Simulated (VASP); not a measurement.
## CsPbCl3: energy against volume

CsPbCl3 (cubic perovskite, Pm-3m, 35.510 Å³/atom and stress up to 0.06 GPa in the relaxed cell, cube axes along x, y and z) under an equal strain ε along all three axes. PBEsol in VASP (plane waves, PAW), 480 eV, 6×6×6 Γ-centred mesh, Gaussian smearing 0.05 eV; ions are relaxed, or left where forces stay under 0.02 eV/Å, within the symmetry of each cell.

Here V stands for volume and E for E less E0.

```
volume (Å³/atom)  E less E0 (meV/atom)  pressure (GPa)
----------------  --------------------  --------------
33.4216                          10.67            1.68
33.9358                           5.88            1.19
34.4552                           2.56            0.74
34.9799                           0.64            0.32
35.5099                           0.00           -0.06
36.0452                           0.64           -0.42
36.5859                           2.44           -0.76
37.1319                           5.36           -1.07
37.6834                           9.34           -1.35
38.8026                              ?               ?
```

Q: Fit E against V with the third-order Birch-Murnaghan form, a cubic in V^(-2/3), and predict the withheld value at V = 38.8026.

A: With u = V^(-2/3) - 0.0926, the rows have u = 0.0037789, 0.0028028, 0.0018416, 0.0008948, -0.0000378, -0.0009565, -0.0018617, -0.0027534, -0.0036321. Least squares gives E = 0.010 + 39.3·u + 726785·u² + 2427826·u³. Residuals (row less fit): 0.002, -0.003, -0.002, 0.011, -0.010, 0.005, 0.000, -0.001, 0.001; standard error 0.007 (degrees of freedom: 5). Its minimum lies at u = -0.0000270, so V0 = (0.0925730)^(-3/2) = 35.50. There d²E/du² = 1453000 and d³E/du³ = 1.457e7, so B0 = (4/9) × 35.50^(-7/3) × 1453000 × 0.160218 = 25.0 GPa (the last factor turns the table's units into GPa), and B0' = 4 + (2/3) × 0.0925730 × (1.457e7)/1453000 = 4.6. B0' rests on the cubic coefficient alone and has a standard error of 0.1 from these residuals. At the withheld row, u = -0.0053512, so E = 0.010 + 39.3 × (-0.0053512) + 726785 × (-0.0053512)² + 2427826 × (-0.0053512)³ = 20.239 meV/atom. The calculation gives 20.20 meV/atom, 0.039 meV/atom below the prediction (0.2 % of the range of E in the table). The row lies outside the fitted rows, so this is an extrapolation. From the scatter of the fitted rows alone, a prediction at this place has a standard error of 0.029 meV/atom, so the miss is 1.3 times that.

The primitive cell can neither tilt nor turn polar against its symmetry, as such crystals can under strain. Spin-orbit coupling is left out, which can shift these values for the heavy elements here. Other structures, which can take over under pressure, weren't tried. The same form fitted to the pressure column gives B0' = 4.7; series where the two differ by over 0.4 aren't shown. CsPbCl3 is here the ideal cubic form; the compound distorts at low or room temperature. Rows are the converged runs of the series near zero and its far end, less any whose ions stayed unrelaxed beside relaxed ones; series whose fitted rows scatter by over a few per cent of the range, as at a crossing or softening among them, aren't shown in this form.
